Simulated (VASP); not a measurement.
Computed with HSE06 screened hybrid, VASP's PBE PAW potentials (set 64) (plane waves; VASP).

Input for VASP

### POSCAR
```
MgS
1
    0.0000000000     2.6294020000     2.6294020000
    2.6294020000     0.0000000000     2.6294020000
    2.6294020000     2.6294020000     0.0000000000
Mg S
1 1
Direct
  0.0000000000   0.0000000000   0.0000000000
  0.5000000000   0.5000000000   0.5000000000
```

### KPOINTS
```
kpoints
0
G
 4 4 4
0.5 0.5 0.5
```

### INCAR
```
SYSTEM = MgS
PREC = Accurate
ENCUT = 300
EDIFF = 1E-6
NELM = 100
ALGO = Normal
LREAL = .FALSE.
LASPH = .TRUE.
ISMEAR = 0
SIGMA = 0.01
GGA = PE
HFSCREEN = 0.2
AEXX = 0.25
LHFCALC = .TRUE.
PRECFOCK = Fast
ISYM = 3
LWAVE = .FALSE.
LCHARG = .FALSE.
ISIF = 2
```

POTCAR, in this order: Mg S (PBE.64 set). Program: vasp_std.

The run wrote:

OUTCAR:
```
 ion  position               nearest neighbor table
   1  0.000  0.000  0.000-   2 2.63   2 2.63   2 2.63   2 2.63   2 2.63   2 2.63
   2  0.500  0.500  0.500-   1 2.63   1 2.63   1 2.63   1 2.63   1 2.63   1 2.63
  LATTYP: Found a face centered cubic cell.
 ALAT       =     5.2588040000
 Subroutine PRICEL returns:
 Original cell was already a primitive cell.
 Subroutine GETGRP returns: Found 48 space group operations
The static configuration has the point symmetry O_h .
The dynamic configuration has the point symmetry O_h .
 Subroutine INISYM returns: Found 48 space group operations
 Subroutine IBZKPT returns following result:
 Found     10 irreducible k-points:

 Following reciprocal coordinates:
            Coordinates               Weight
  0.125000  0.125000  0.125000      8.000000
  0.375000  0.125000  0.125000     24.000000
 -0.375000  0.125000  0.125000     24.000000
 -0.125000  0.125000  0.125000     24.000000
  0.375000  0.375000  0.125000     24.000000
 -0.375000  0.375000  0.125000     48.000000
 -0.125000  0.375000  0.125000     48.000000
 -0.375000 -0.375000  0.125000     24.000000
  0.375000  0.375000  0.375000      8.000000
 -0.375000  0.375000  0.375000     24.000000
 Subroutine IBZKPT_HF returns following result:
   k-points           NKPTS =     10   k-points in BZ     NKDIM =    256   number of bands    NBANDS=      8
   number of dos      NEDOS =    301   number of ions     NIONS =      2
   total plane-waves  NPLWV =  13824
   dimension x,y,z NGX =    24 NGY =   24 NGZ =   24
   dimension x,y,z NGXF=    48 NGYF=   48 NGZF=   48
   ions per type =               1   1
   PREC   = accura    normal or accurate (medium, high low for compatibility)
   ISTART =      0    job   : 0-new  1-cont  2-samecut
   ICHARG =      2    charge: 1-file 2-atom 10-const
   ISPIN  =      1    spin polarized calculation?
   LNONCOLLINEAR =      F non collinear calculations
   LSORBIT =      F    spin-orbit coupling
   INIWAV =      1    electr: 0-lowe 1-rand  2-diag
...
```

File OSZICAR:
```
       N       E                     dE             d eps       ncg     rms          rms(c)
DAV:   1    -0.241440816510E+03   -0.24144E+03   -0.26258E+03   184   0.503E+02
DAV:   2    -0.264813829400E+03   -0.23373E+02   -0.20663E+02   224   0.836E+01
DAV:   3    -0.265425923040E+03   -0.61209E+00   -0.61209E+00   200   0.194E+01
DAV:   4    -0.265428645455E+03   -0.27224E-02   -0.27224E-02   248   0.147E+00
DAV:   5    -0.104388950457E+02    0.25499E+03   -0.17862E+00   184   0.111E+01    0.461E+00
DAV:   6    -0.992240273980E+01    0.51649E+00   -0.14195E+00   160   0.630E+00    0.400E+00
DAV:   7    -0.990098219448E+01    0.21421E-01   -0.35532E-01   184   0.317E+00    0.369E+00
DAV:   8    -0.989933731579E+01    0.16449E-02   -0.25047E-02   232   0.898E-01    0.230E+00
DAV:   9    -0.989573984262E+01    0.35975E-02   -0.14481E-03   224   0.331E-01    0.123E+00
DAV:  10    -0.989429633408E+01    0.14435E-02   -0.85072E-04   216   0.242E-01    0.593E-01
DAV:  11    -0.989382146247E+01    0.47487E-03   -0.28034E-04   240   0.143E-01    0.272E-01
DAV:  12    -0.989365049868E+01    0.17096E-03   -0.83122E-05   232   0.825E-02    0.127E-01
DAV:  13    -0.989358780899E+01    0.62690E-04   -0.33229E-05   248   0.509E-02    0.608E-02
DAV:  14    -0.989356525848E+01    0.22551E-04   -0.13750E-05   240   0.322E-02    0.322E-02
DAV:  15    -0.989355719747E+01    0.80610E-05   -0.52975E-06   240   0.201E-02    0.204E-02
DAV:  16    -0.989355429365E+01    0.29038E-05   -0.20050E-06   208   0.126E-02    0.149E-02
DAV:  17    -0.989355321567E+01    0.10780E-05   -0.75648E-07   112   0.790E-03    0.112E-02
DAV:  18    -0.989355281389E+01    0.40179E-06   -0.32973E-07    80   0.562E-03
   1 F= -.98935528E+01 E0= -.98935528E+01  d E =-.230994E-58
```

**OUTCAR**
```
------------------------ aborting loop because EDIFF is reached ----------------------------------------
  FORCE on cell =-STRESS in cart. coord.  units (eV):
  Direction    XX          YY          ZZ          XY          YZ          ZX
  --------------------------------------------------------------------------------------
  Total       -0.7263262     -0.7263262     -0.7263262      0.0000000      0.0000000      0.0000000
  in kB      -32.0067311    -32.0067311    -32.0067311      0.0000000      0.0000000      0.0000000
  external PRESSURE =     -32.0067311 kB  Pullay stress =       0.0000000 kB
  volume of cell :       36.36
      direct lattice vectors                 reciprocal lattice vectors
     0.000000000  2.629402000  2.629402000    -0.190157306  0.190157306  0.190157306
     2.629402000  0.000000000  2.629402000     0.190157306 -0.190157306  0.190157306
     2.629402000  2.629402000  0.000000000     0.190157306  0.190157306 -0.190157306
 POSITION                                       TOTAL-FORCE (eV/Angst)
 -----------------------------------------------------------------------------------
      0.00000      0.00000      0.00000         0.000000      0.000000      0.000000
      2.62940      2.62940      2.62940         0.000000      0.000000      0.000000
 -----------------------------------------------------------------------------------
    total drift:                               -0.000000      0.000000      0.000000
  FREE ENERGIE OF THE ION-ELECTRON SYSTEM (eV)
  ---------------------------------------------------
  free  energy   TOTEN  =        -9.8935528139 eV

  energy  without entropy=       -9.8935528139  energy(sigma->0) =       -9.89355281

  exchange ACFDT corr.  =         0.00000000  see jH, gK, PRB 81, 115126
```
(Selected blocks of OUTCAR.)

### OUTCAR
```
 val. band max:        2.6730352588   @ k =   0.1250   0.1250   0.1250

 cond. band min:       7.0838762440   @ k =  -0.3750  -0.3750   0.1250


 Fermi energy:         2.7857584239

 k-point     1 :       0.1250    0.1250    0.1250
  band No.  band energies     occupation
      1     -10.8476      2.00000
      2       1.7000      2.00000
      3       2.6730      2.00000
      4       2.6730      2.00000
      5       8.1503      0.00000
      6      11.5673      0.00000
      7      12.1776      0.00000
      8      12.1776      0.00000

 k-point     2 :       0.3750    0.1250    0.1250
  band No.  band energies     occupation
      1     -10.1405      2.00000
      2      -0.7102      2.00000
      3       1.5377      2.00000
      4       2.4400      2.00000
      5       9.4366      0.00000
      6      11.0640      0.00000
      7      11.5952      0.00000
      8      12.0169      0.00000

 k-point     3 :      -0.3750    0.1250    0.1250
  band No.  band energies     occupation
      1      -9.6116      2.00000
      2      -2.0611      2.00000
      3       1.5147      2.00000
      4       1.9587      2.00000
      5       8.9440      0.00000
      6      10.1681      0.00000
      7      11.4056      0.00000
      8      14.0118      0.00000

 k-point     4 :      -0.1250    0.1250    0.1250
  band No.  band energies     occupation
      1     -10.4617      2.00000
      2       0.3550      2.00000
      3       2.1439      2.00000
      4       2.2104      2.00000
      5       9.2242      0.00000
      6      10.7075      0.00000
      7      11.3308      0.00000
      8      12.7814      0.00000

 k-point     5 :       0.3750    0.3750    0.1250
  band No.  band energies     occupation
      1      -9.8451      2.00000
      2      -0.7981      2.00000
      3       1.2489      2.00000
      4       1.5227      2.00000
      5       8.2443      0.00000
      6       9.5460      0.00000
      7      12.4943      0.00000
...
```

The structure comes from a computed database's MgS entry; how it stands against other phases isn't given here. The cell was not relaxed at this level. The k-mesh is coarse (spacing up to 0.52 per Å, 2π included), so the numbers may not be converged in it. The run is one of a series of settings (KPOINTS 4×4×4 Γ-centred mesh shifted by (0.5, 0.5, 0.5) against the base run), some of them coarse on purpose.
